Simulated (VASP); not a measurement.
Method: PBE GGA with D3 dispersion (Becke-Johnson damping), VASP's PBE PAW potentials (set 64) (plane waves; VASP).

VASP input:

### POSCAR
```
SnO monolayer
36.267140
  0.1053826481   0.0000000000   0.0000000000
  0.0000000000   0.1053826481   0.0000000000
  0.0000000000   0.0000000000   0.4999999945
Sn O
2 2
Cartesian
  0.0526913240   0.0000000000   0.2173167136
  0.0000000000   0.0526913240   0.2826832809
  0.0526913240   0.0526913240   0.2499999973
  0.0000000000   0.0000000000   0.2499999973
```

**KPOINTS**
```
Automatic mesh
0
gamma
12 12 1
```

**INCAR**
```
! general
SYSTEM  = SnO monolayer
PREC    = Normal
ENCUT   = 500
LREAL   = .False.
LASPH   = .True.

! electronic loop
EDIFF   = 1E-6
NELM    = 100
NELMIN  = 4
ALGO    = Normal
LMAXMIX = 4

! smearing
ISMEAR  = 0
SIGMA   = 0.05

! functional
GGA     = PE
IVDW    = 12

! output
LWAVE   = .False.
LCHARG  = .False.
LORBIT  = 11
LVHAR   = .True.
```

POTCAR, in this order: Sn_d O (PBE.64 set). Program: vasp_std. Read from the step before: WAVECAR.

The resulting files:

### OUTCAR
```
 ion  position               nearest neighbor table
   1  0.500  0.000  0.435-   3 2.25   4 2.25   3 2.25   4 2.25   2 3.59   2 3.59   2 3.59   2 3.59
  LATTYP: Found a simple tetragonal cell.
 ALAT       =     3.8219272511
 C/A-ratio  =     4.7446140676
 Subroutine PRICEL returns:
 Original cell was already a primitive cell.
 Subroutine GETGRP returns: Found 16 space group operations
The static configuration has the point symmetry D_2d.
 The point group associated with its full space group is D_4h.
The dynamic configuration has the point symmetry D_2d.
 Subroutine INISYM returns: Found 16 space group operations
 Subroutine IBZKPT returns following result:
 Found     28 irreducible k-points:

 Following reciprocal coordinates:
            Coordinates               Weight
  0.000000  0.000000  0.000000      1.000000
  0.083333  0.000000  0.000000      4.000000
  0.166667  0.000000  0.000000      4.000000
  0.250000  0.000000  0.000000      4.000000
  0.333333  0.000000  0.000000      4.000000
  0.416667  0.000000  0.000000      4.000000
  0.500000  0.000000  0.000000      2.000000
  0.083333  0.083333  0.000000      4.000000
  0.166667  0.083333  0.000000      8.000000
  0.250000  0.083333  0.000000      8.000000
  0.333333  0.083333  0.000000      8.000000
  0.416667  0.083333  0.000000      8.000000
  0.500000  0.083333  0.000000      4.000000
  0.166667  0.166667  0.000000      4.000000
  0.250000  0.166667  0.000000      8.000000
  0.333333  0.166667  0.000000      8.000000
  0.416667  0.166667  0.000000      8.000000
  0.500000  0.166667  0.000000      4.000000
  0.250000  0.250000  0.000000      4.000000
  0.333333  0.250000  0.000000      8.000000
  0.416667  0.250000  0.000000      8.000000
  0.500000  0.250000  0.000000      4.000000
  0.333333  0.333333  0.000000      4.000000
  0.416667  0.333333  0.000000      8.000000
  0.500000  0.333333  0.000000      4.000000
  0.416667  0.416667  0.000000      4.000000
  0.500000  0.416667  0.000000      4.000000
  0.500000  0.500000  0.000000      1.000000
   k-points           NKPTS =     28   k-points in BZ     NKDIM =     28   number of bands    NBANDS=     24
   number of dos      NEDOS =    301   number of ions     NIONS =      4
   total plane-waves  NPLWV =  57600
   dimension x,y,z NGX =    24 NGY =   24 NGZ =  100
   dimension x,y,z NGXF=    48 NGYF=   48 NGZF=  200
   ions per type =               2   2
   PREC   = normal    normal or accurate (medium, high low for compatibility)
   ISTART =      1    job   : 0-new  1-cont  2-samecut
   ICHARG =      0    charge: 1-file 2-atom 10-const
   ISPIN  =      1    spin polarized calculation?
   LNONCOLLINEAR =      F non collinear calculations
   LSORBIT =      F    spin-orbit coupling
   INIWAV =      1    electr: 0-lowe 1-rand  2-diag
   ENCUT  =  500.0 eV  36.75 Ry    6.06 a.u.   6.97  6.97 33.06*2*pi/ulx,y,z
   NELM   =    100;   NELMIN=  4; NELMDL=  0     # of ELM steps
   EDIFF  = 0.1E-05   stopping-criterion for ELM
   LREAL  =      F    real-space projection
   NLSPLINE    = F    spline interpolate recip. space projectors
   LMAXMIX     =    4 max onsite mixed and CHGCAR
   VOSKOWN=      0    Vosko Wilk Nusair interpolation
   EDIFFG = 0.1E-04   stopping-criterion for IOM
   NSW    =      0    number of steps for IOM
   NBLOCK =      1;   KBLOCK =      1    inner block; outer block
   IBRION =     -1    ionic relax: 0-MD 1-quasi-New 2-CG
   NFREE  =      0    steps in history (QN), initial steepest desc. (CG)
   ISIF   =      2    stress and relaxation
   ISYM   =      2    0-nonsym 1-usesym 2-fastsym
   TEIN   =    0.0    initial temperature
   TEBEG  =    0.0;   TEEND  =   0.0 temperature during run
   SMASS  =  -3.00    Nose mass-parameter (am)
...
```

File OSZICAR:
```
       N       E                     dE             d eps       ncg     rms          rms(c)
DAV:   1    -0.225799462635E+02   -0.22580E+02   -0.43440E-03  1488   0.996E-01    0.351E-03
DAV:   2    -0.225799458341E+02    0.42942E-06   -0.75786E-07  1152   0.120E-02    0.202E-03
DAV:   3    -0.225799463609E+02   -0.52681E-06   -0.25803E-07  1048   0.736E-03    0.400E-04
DAV:   4    -0.225799464056E+02   -0.44696E-07   -0.65337E-08   896   0.378E-03
   1 F= -.23128817E+02 E0= -.23128817E+02  d E =-.110677E-14
```

**OUTCAR**
```
------------------------ aborting loop because EDIFF is reached ----------------------------------------
 Edisp (eV)   -0.54887
  FORCE on cell =-STRESS in cart. coord.  units (eV):
  Direction    XX          YY          ZZ          XY          YZ          ZX
  --------------------------------------------------------------------------------------
  Total      -0.03889    -0.03889    -0.05472     0.00000    -0.00000     0.00000
  in kB      -0.23524    -0.23524    -0.33100     0.00000    -0.00000     0.00000
  external pressure =       -0.27 kB  Pullay stress =        0.00 kB
  volume of cell :      264.88
      direct lattice vectors                 reciprocal lattice vectors
     3.821927251  0.000000000  0.000000000     0.261648099  0.000000000  0.000000000
     0.000000000  3.821927251  0.000000000     0.000000000  0.261648099  0.000000000
     0.000000000  0.000000000 18.133569801     0.000000000  0.000000000  0.055146340
 POSITION                                       TOTAL-FORCE (eV/Angst)
 -----------------------------------------------------------------------------------
      1.91096      0.00000      7.88146         0.000000      0.000000     -0.017077
      0.00000      1.91096     10.25211        -0.000000      0.000000      0.017077
      1.91096      1.91096      9.06678         0.000000     -0.000000      0.000000
      0.00000      0.00000      9.06678        -0.000000      0.000000      0.000000
 -----------------------------------------------------------------------------------
    total drift:                                0.000000      0.000000     -0.000000
  FREE ENERGIE OF THE ION-ELECTRON SYSTEM (eV)
  ---------------------------------------------------
  free  energy   TOTEN  =       -23.1288171246 eV

  energy  without entropy=      -23.1288171246  energy(sigma->0) =      -23.12881712

 total charge

# of ion       s       p       d       tot
------------------------------------------
    1        1.281   0.760  10.053  12.094
    2        1.281   0.760  10.053  12.094
    3        1.578   3.428   0.000   5.006
    4        1.578   3.428   0.000   5.006
--------------------------------------------------
tot          5.718   8.376  20.106  34.200
```
(Selected blocks of OUTCAR.)

The cell is a sheet with vacuum, built from SnO (litharge).
